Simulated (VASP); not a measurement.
Data:

```
RuTi
1.0
    3.04165     0.00000     0.00000
    0.00000     3.04165     0.00000
    0.00000     0.00000     3.04165
Ti Ru
1 1
Direct
  0.00000   0.00000   0.00000
  0.50000   0.50000   0.50000
```

Method: PBEsol GGA, VASP's PBE PAW potentials (set 64) (plane waves; VASP). Run with 400 eV cut-off, Gaussian smearing of 0.050 eV, potentials Ti_sv Ru_pv.

**Question.** Estimate the band gap (along the path) with the smallest direct gap where there is one.

**Answer.** 
```yaml
band gap (along the path): none (metal, semimetal or under 0.01 eV)
```

The structure comes from a computed database's TiRu entry (Pm-3m); how it stands against other phases isn't given here. It was relaxed first.
